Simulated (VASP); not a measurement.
# GW on CdTe: a test of the settings, part 2 of 2

How far does the GW correction to the gap of CdTe depend on the settings? The starting structure is a measured crystal structure from the Crystallography Open Database. Cell and atoms stay as given.

VASP 6.6.1.

Results so far: G0W0 (response cutoff 100 eV, 3×3×3 mesh) 1.34 eV; G0W0 (response cutoff 160 eV, 3×3×3 mesh) 1.32 eV; G0W0 (response cutoff 240 eV, 3×3×3 mesh) 1.32 eV.

## Step 5: GW0 with iterated eigenvalues (response cutoff 160 eV, 3×3×3 mesh)

Level of this step: evGW0 on LDA; plane waves and PAW (Te_GW, Cd_GW) (VASP).

It reads the orbitals and their derivatives (WAVECAR and WAVEDER) of a run with the empty bands, which follows a ground-state run; neither is shown.

INCAR

```
SYSTEM = CdTe
PREC = Accurate
ENCUT = 300
ISMEAR = 0
SIGMA = 0.01
LREAL = .FALSE.
GGA = CA
NBANDS = 316
ALGO = EVGW0
NELMGW = 4
ENCUTGW = 160
NOMEGA = 40
PRECFOCK = Fast
NBANDSGW = 20
LWAVE = .FALSE.
LCHARG = .FALSE.
```

POSCAR

```
CdTe
1.0
    0.0000000000      3.2400000000      3.2400000000
    3.2400000000      0.0000000000      3.2400000000
    3.2400000000      3.2400000000      0.0000000000
Te Cd
1 1
Direct
    0.7500000000      0.7500000000      0.7500000000
    0.0000000000      0.0000000000      0.0000000000
```

KPOINTS

```
Automatic mesh
0
Gamma
3 3 3
0 0 0
```

Potentials, in the order of the species: Te_GW and Cd_GW (LDA family, release 64).

On the command line:

```sh
$ mpirun -np 4 vasp_std
```

The program printed:

```text
[banner, memory and clock lines left out]
running    4 mpi-ranks, on    1 nodes
[...]
[... a notice as in an earlier step ...]

 LDA part: xc-table for (Slater(with rela. corr.)+CA(PZ))
 , standard interpolation
 found WAVECAR, reading the header
 POSCAR, INCAR and KPOINTS ok, starting setup
[...]
reading WAVECAR
 the WAVECAR file was read successfully
 initial charge from wavefunction
 available memory per node:    129.58 GB, setting MAXMEM to    132685

 The Fermi energy was updated, please check that it is located mid-gap
 values below the HOMO (VB) or above the LUMO (CB) will cause erroneous energies
 E-fermi :   3.4424

 calculate exact exchange contribution
 the WAVEDER file was read successfully
 [... a notice as in an earlier step ...]

energies w=
    0.000    0.000    0.299    0.000    0.597    0.000    0.891    0.000
    1.180    0.000    1.463    0.000    1.741    0.000    2.011    0.000
    2.276    0.000    2.536    0.000    2.791    0.000    3.042    0.000
[...]
calculate QP shifts <psi_nk| G(iteration)W_0 |psi_nk>: iteration 3
 allocating  10 responsefunctions rank=   332
 shmem allocating  40 responsefunctions rank=   332
 response function shared by NCSHMEM nodes    1
 Doing           10  frequencies on each core in blocks of           40
NQ=   1    0.0000    0.0000    0.0000,
|.........|.........|.........|.........|.........|.........|.........|.........
 performed        199000 updates of chi_q(r,r)
 total number of BLAS operations        175.09 Gflops
NQ=   2    0.3333    0.0000    0.0000,
|.........|.........|.........|.........|.........|.........|.........|.........
 performed        563000 updates of chi_q(r,r)
 total number of BLAS operations        451.40 Gflops
NQ=   3    0.3333    0.3333    0.0000,
|.........|.........|.........|.........|.........|.........|.........|.........
 performed        939000 updates of chi_q(r,r)
 total number of BLAS operations        750.44 Gflops
NQ=   4   -0.3333    0.3333    0.0000,
|.........|.........|.........|.........|.........|.........|.........|.........
 performed       1404000 updates of chi_q(r,r)
 total number of BLAS operations       1105.78 Gflops
 resolving degeneracies of screened two electron integrals

 calculate QP shifts <psi_nk| G(iteration)W_0 |psi_nk>: iteration 4
 entering main loop
```

Wall time 1.9 min (4 MPI ranks of Intel Xeon Platinum 8259CL at 2.50GHz (Skylake/Cascade Lake), shared host); peak memory 0.99 GiB.

Parts of OUTCAR (step 5):

```text
 QP shifts <psi_nk| G(iteration)W_0 |psi_nk>: iteration 2
 k-point   1 :       0.0000    0.0000    0.0000
  band No. old QP-enery  QP-energies   sigma(KS)   T+V_ion+V_H  V^pw_x(r,r')   Z            occupation Imag(sigma)
    ...
      6      -6.7983      -7.3481     -18.1985      10.6042     -23.1345       0.6907       2.0000      -0.3003
      7       2.6719       2.5657     -12.1965      14.7261     -13.5286       0.7462       2.0000      -0.1890
      8       2.6719       2.5657     -12.1965      14.7261     -13.5286       0.7462       2.0000      -0.1890
      9       2.6719       2.5657     -12.1965      14.7261     -13.5286       0.7462       2.0000      -0.1890
     10       3.9871       4.0117      -9.8065      13.8259      -5.5079       0.7613       0.0000      -0.5238
     11       7.8283       7.8522      -9.0490      16.9089      -4.5742       0.7567       0.0000      -0.3273
     12       7.8283       7.8522      -9.0490      16.9089      -4.5742       0.7567       0.0000      -0.3273
     13       7.8283       7.8522      -9.0490      16.9089      -4.5742       0.7567       0.0000      -0.3273
    ...

 QP shifts <psi_nk| G(iteration)W_0 |psi_nk>: iteration 3
 k-point   1 :       0.0000    0.0000    0.0000
  band No. old QP-enery  QP-energies   sigma(KS)   T+V_ion+V_H  V^pw_x(r,r')   Z            occupation Imag(sigma)
    ...
      6      -7.3481      -7.5087     -18.1847      10.6042     -23.1345       0.6910       2.0000      -0.3242
      7       2.5657       2.5415     -12.1929      14.7261     -13.5286       0.7467       2.0000      -0.1900
      8       2.5657       2.5415     -12.1929      14.7261     -13.5286       0.7467       2.0000      -0.1900
      9       2.5657       2.5415     -12.1929      14.7261     -13.5286       0.7467       2.0000      -0.1900
     10       4.0117       4.0103      -9.8160      13.8259      -5.5079       0.7618       0.0000      -0.5255
     11       7.8522       7.8536      -9.0548      16.9089      -4.5742       0.7549       0.0000      -0.3281
     12       7.8522       7.8536      -9.0548      16.9089      -4.5742       0.7549       0.0000      -0.3281
     13       7.8522       7.8536      -9.0548      16.9089      -4.5742       0.7549       0.0000      -0.3281
    ...

 QP shifts <psi_nk| G(iteration)W_0 |psi_nk>: iteration 4
 k-point   1 :       0.0000    0.0000    0.0000
  band No. old QP-enery  QP-energies   sigma(KS)   T+V_ion+V_H  V^pw_x(r,r')   Z            occupation Imag(sigma)
    ...
      6      -7.5087      -7.5553     -18.1804      10.6042     -23.1345       0.6912       2.0000      -0.3312
      7       2.5415       2.5354     -12.1927      14.7261     -13.5286       0.7470       2.0000      -0.1903
      8       2.5415       2.5354     -12.1927      14.7261     -13.5286       0.7470       2.0000      -0.1903
      9       2.5415       2.5354     -12.1927      14.7261     -13.5286       0.7470       2.0000      -0.1903
     10       4.0103       4.0087      -9.8177      13.8259      -5.5079       0.7618       0.0000      -0.5261
     11       7.8536       7.8528      -9.0564      16.9089      -4.5742       0.7549       0.0000      -0.3282
     12       7.8536       7.8528      -9.0564      16.9089      -4.5742       0.7549       0.0000      -0.3282
     13       7.8536       7.8528      -9.0564      16.9089      -4.5742       0.7549       0.0000      -0.3282
    ...

[... 3 parts as in an earlier step ...]

[... 1 further part left out ...]
[key lines of the parts left out:]
E-fermi :   3.4424
```

GW0 with iterated eigenvalues (response cutoff 160 eV, 3×3×3 mesh): the quasiparticle gap on this mesh is 1.473 eV, +0.983 eV from the LDA gap on the same points, with 316 bands.

## Step 6: G0W0 (response cutoff 100 eV, 4×4×4 mesh)

It reads the orbitals and their derivatives (WAVECAR and WAVEDER) of a run with the empty bands, which follows a ground-state run; neither is shown.

Changes to INCAR since step 5:

```diff
@@ -7,6 +7,6 @@
 GGA = CA
-NBANDS = 316
+NBANDS = 156
 ALGO = EVGW0
-NELMGW = 4
-ENCUTGW = 160
+NELMGW = 1
+ENCUTGW = 100
 NOMEGA = 40
```

POSCAR is that of step 5.

KPOINTS

```
Automatic mesh
0
Gamma
4 4 4
0 0 0
```

On the command line:

```sh
$ mpirun -np 4 vasp_std
```

The program printed:

```text
[banner, memory and clock lines left out]
running    4 mpi-ranks, on    1 nodes
[...]
[... a notice as in an earlier step ...]

 LDA part: xc-table for (Slater(with rela. corr.)+CA(PZ))
 , standard interpolation
 found WAVECAR, reading the header
 POSCAR, INCAR and KPOINTS ok, starting setup
[...]
reading WAVECAR
 the WAVECAR file was read successfully
 initial charge from wavefunction
 available memory per node:    129.30 GB, setting MAXMEM to    132406

 The Fermi energy was updated, please check that it is located mid-gap
 values below the HOMO (VB) or above the LUMO (CB) will cause erroneous energies
 E-fermi :   3.4021

 calculate exact exchange contribution
 the WAVEDER file was read successfully
 [... a notice as in an earlier step ...]

energies w=
    0.000    0.000    0.274    0.000    0.547    0.000    0.816    0.000
    1.081    0.000    1.341    0.000    1.595    0.000    1.843    0.000
    2.086    0.000    2.323    0.000    2.557    0.000    2.788    0.000
[...]
total number of BLAS operations        188.00 Gflops
NQ=   4    0.2500    0.2500    0.0000,
|.........|.........|.........|.........|.........|.........|.........|.........
 performed       1349000 updates of chi_q(r,r)
 total number of BLAS operations        257.98 Gflops
NQ=   5    0.5000    0.2500    0.0000,
|.........|.........|.........|.........|.........|.........|.........|.........
 performed       1880000 updates of chi_q(r,r)
 total number of BLAS operations        358.77 Gflops
NQ=   6   -0.2500    0.2500    0.0000,
|.........|.........|.........|.........|.........|.........|.........|.........
 performed       2361000 updates of chi_q(r,r)
 total number of BLAS operations        452.48 Gflops
NQ=   7    0.5000    0.5000    0.0000,
|.........|.........|.........|.........|.........|.........|.........|.........
 performed       2667000 updates of chi_q(r,r)
 total number of BLAS operations        507.68 Gflops
NQ=   8   -0.2500    0.5000    0.2500,
|.........|.........|.........|.........|.........|.........|.........|.........
 performed       3048000 updates of chi_q(r,r)
 total number of BLAS operations        581.95 Gflops
 resolving degeneracies of screened two electron integrals

 calculate QP shifts <psi_nk| G(iteration)W_0 |psi_nk>: iteration 1
 entering main loop
```

Run time: 54 s. Hardware: 4 MPI ranks; peak memory 0.77 GiB; 3.5 min of CPU time.

From OUTCAR (step 6):

```text
 QP shifts <psi_nk| G(iteration)W_0 |psi_nk>: iteration 1
 for sc-GW calculations column KS-energies equals QP-energies in previous step
 and V_xc(KS)=  KS-energies - (<T + V_ion + V_H > + <T+V_H+V_ion>^1  + <V_x>^1)
 k-point   1 :       0.0000    0.0000    0.0000
  band No.  KS-energies  QP-energies   sigma(KS)   V_xc(KS)     V^pw_x(r,r')   Z            occupation Imag(sigma)
    ...
      6      -4.9054      -6.5971     -17.9845     -15.5253     -23.1266       0.6879       2.0000       0.2717
      7       3.1386       2.7912     -11.9974     -11.5283     -13.2841       0.7406       2.0000       0.1183
      8       3.1386       2.7912     -11.9974     -11.5283     -13.2841       0.7406       2.0000       0.1183
      9       3.1386       2.7912     -11.9974     -11.5283     -13.2841       0.7406       2.0000       0.1183
     10       3.6656       4.1730      -9.4736     -10.1407      -5.8410       0.7606       0.0000      -0.0236
     11       7.6317       7.9635      -8.8356      -9.2760      -4.6683       0.7533       0.0000      -0.0791
     12       7.6317       7.9635      -8.8356      -9.2760      -4.6683       0.7533       0.0000      -0.0791
     13       7.6317       7.9635      -8.8356      -9.2760      -4.6683       0.7533       0.0000      -0.0791
    ...

[... 1 part as in an earlier step ...]

[... 2 further parts left out ...]
[key lines of the parts left out:]
E-fermi :   3.4021
```

G0W0 (response cutoff 100 eV, 4×4×4 mesh): the quasiparticle gap on this mesh is 1.382 eV, +0.855 eV from the LDA gap on the same points, with 156 bands.

## Step 7: G0W0 (response cutoff 100 eV, 3×3×3 mesh, 7 empty bands)

It reads the orbitals and their derivatives (WAVECAR and WAVEDER) of a run with the empty bands, which follows a ground-state run; neither is shown.

Changes to INCAR since step 6:

```diff
@@ -7,3 +7,3 @@
 GGA = CA
-NBANDS = 156
+NBANDS = 16
 ALGO = EVGW0
@@ -13,3 +13,3 @@
 PRECFOCK = Fast
-NBANDSGW = 20
+NBANDSGW = 16
 LWAVE = .FALSE.
```

POSCAR is that of step 6.

KPOINTS

```
Automatic mesh
0
Gamma
3 3 3
0 0 0
```

On the command line:

```sh
$ mpirun -np 4 vasp_std
```

The program printed:

```text
[banner, memory and clock lines left out]
running    4 mpi-ranks, on    1 nodes
[...]
[... a notice as in an earlier step ...]

 LDA part: xc-table for (Slater(with rela. corr.)+CA(PZ))
 , standard interpolation
 found WAVECAR, reading the header
 POSCAR, INCAR and KPOINTS ok, starting setup
[...]
reading WAVECAR
 the WAVECAR file was read successfully
 initial charge from wavefunction
 available memory per node:    129.39 GB, setting MAXMEM to    132499

 The Fermi energy was updated, please check that it is located mid-gap
 values below the HOMO (VB) or above the LUMO (CB) will cause erroneous energies
 E-fermi :   3.4424

 calculate exact exchange contribution
 the WAVEDER file was read successfully
 [... a notice as in an earlier step ...]

energies w=
    0.000    0.000    0.326    0.000    0.650    0.000    0.969    0.000
    1.284    0.000    1.593    0.000    1.894    0.000    2.189    0.000
    2.478    0.000    2.760    0.000    3.038    0.000    3.311    0.000
[...]
min. memory requirement per mpi rank     78.4 MB, per node    313.6 MB

 allocating  10 responsefunctions rank=   172
 shmem allocating  40 responsefunctions rank=   172
 response function shared by NCSHMEM nodes    1
 Doing           10  frequencies on each core in blocks of           40
NQ=   1    0.0000    0.0000    0.0000,
|.........|.........|.........|.........|.........|.........|.........|.........
 performed          5000 updates of chi_q(r,r)
 total number of BLAS operations          1.25 Gflops
NQ=   2    0.3333    0.0000    0.0000,
|.........|.........|.........|.........|.........|.........|.........|.........
 performed         17000 updates of chi_q(r,r)
 total number of BLAS operations          3.51 Gflops
NQ=   3    0.3333    0.3333    0.0000,
|.........|.........|.........|.........|.........|.........|.........|.........
 performed         29000 updates of chi_q(r,r)
 total number of BLAS operations          5.88 Gflops
NQ=   4   -0.3333    0.3333    0.0000,
|.........|.........|.........|.........|.........|.........|.........|.........
 performed         45000 updates of chi_q(r,r)
 total number of BLAS operations          9.36 Gflops
 resolving degeneracies of screened two electron integrals

 calculate QP shifts <psi_nk| G(iteration)W_0 |psi_nk>: iteration 1
 entering main loop
```

Elapsed: 4.4 s, on 4 MPI ranks; peak memory 0.56 GiB; 15 s of CPU time.

Parts of OUTCAR (step 7):

```text
 QP shifts <psi_nk| G(iteration)W_0 |psi_nk>: iteration 1
 for sc-GW calculations column KS-energies equals QP-energies in previous step
 and V_xc(KS)=  KS-energies - (<T + V_ion + V_H > + <T+V_H+V_ion>^1  + <V_x>^1)
 k-point   1 :       0.0000    0.0000    0.0000
  band No.  KS-energies  QP-energies   sigma(KS)   V_xc(KS)     V^pw_x(r,r')   Z            occupation Imag(sigma)
    ...
      6      -4.9194      -6.1754     -17.3705     -15.5237     -23.1345       0.6801       2.0000       0.2505
      7       3.1971       3.8557     -10.6595     -11.5290     -13.5286       0.7574       2.0000       0.1188
      8       3.1971       3.8557     -10.6595     -11.5290     -13.5286       0.7574       2.0000       0.1188
      9       3.1971       3.8557     -10.6595     -11.5290     -13.5286       0.7574       2.0000       0.1188
     10       3.6877       5.3878      -7.9416     -10.1382      -5.5079       0.7740       0.0000      -0.0967
     11       7.6426       9.2850      -7.1422      -9.2662      -4.5742       0.7732       0.0000      -0.1443
     12       7.6426       9.2850      -7.1422      -9.2662      -4.5742       0.7732       0.0000      -0.1443
     13       7.6426       9.2850      -7.1422      -9.2662      -4.5742       0.7732       0.0000      -0.1443
    ...

[... 1 part as in an earlier step ...]

[... 2 further parts left out ...]
[key lines of the parts left out:]
E-fermi :   3.4424
```

G0W0 (response cutoff 100 eV, 3×3×3 mesh, 7 empty bands): the quasiparticle gap on this mesh is 1.532 eV, +1.042 eV from the LDA gap on the same points, with 16 bands.

## Step 8: The runs compared

```tsv
run	LDA gap on the mesh (eV)	GW gap (eV)	correction (eV)	bands
G0W0 (response cutoff 100 eV, 3×3×3 mesh)	0.491	1.337	0.846	156
G0W0 (response cutoff 160 eV, 3×3×3 mesh)	0.491	1.315	0.825	316
G0W0 (response cutoff 240 eV, 3×3×3 mesh)	0.491	1.324	0.833	576
GW0 with iterated eigenvalues (response cutoff 160 eV, 3×3×3 mesh)	0.491	1.473	0.983	316
G0W0 (response cutoff 100 eV, 4×4×4 mesh)	0.527	1.382	0.855	156
G0W0 (response cutoff 100 eV, 3×3×3 mesh, 7 empty bands)	0.491	1.532	1.042	16
```

## Step 9: Results

- gap, G0W0 (response cutoff 100 eV, 3×3×3 mesh): 1.337 eV
- gap, G0W0 (response cutoff 160 eV, 3×3×3 mesh): 1.315 eV
- gap, G0W0 (response cutoff 240 eV, 3×3×3 mesh): 1.324 eV
- gap, GW0 with iterated eigenvalues (response cutoff 160 eV, 3×3×3 mesh): 1.473 eV
- gap, G0W0 (response cutoff 100 eV, 4×4×4 mesh): 1.382 eV
- gap, G0W0 (response cutoff 100 eV, 3×3×3 mesh, 7 empty bands): 1.532 eV

In words: The correction to the LDA gap of CdTe is +0.846 eV at a response cutoff of 100 eV, +0.825 eV at a response cutoff of 160 eV, +0.833 eV at a response cutoff of 240 eV. The number of bands rises with the cutoff. On a 4×4×4 mesh in place of 3×3×3 the correction is +0.855 eV against +0.846 eV. Iterating the eigenvalues in G raises the gap by +0.158 eV. With 7 empty bands alone, a slip made on purpose, the correction is +1.042 eV against +0.846 eV. Errors of the two band edges can cancel in a gap, so a value close to the better runs would prove nothing. VASP warns in its log that the frequency grid doesn't suit these quasiparticle energies and asks for more k-points, so these gaps are no firm results. Spin-orbit coupling is left out, which with elements this heavy can change the gap by tenths of an eV or more. The LDA gap along the bands, from another run on this structure, is 0.547 eV. On the 3×3×3 mesh it is 0.491 eV, lower, since the two runs differ in mesh, cutoff and data sets. On the 4×4×4 mesh it is 0.527 eV, lower, since the two runs differ in mesh, cutoff and data sets. Further runs on this material are not shown.

[Lines on the potential files, build, host, timing and source positions are cut from VASP's logs without a mark.]

[Logs are printed without paths, hosts, clocks, repeated set-up lines and the standing remarks that a program may print on its own settings, such as how far it seeks lower states.]

[Hosts, paths, dates, database ids (printed as entryN), source tags and the programs' standing remarks are cut or masked in the printed files.]
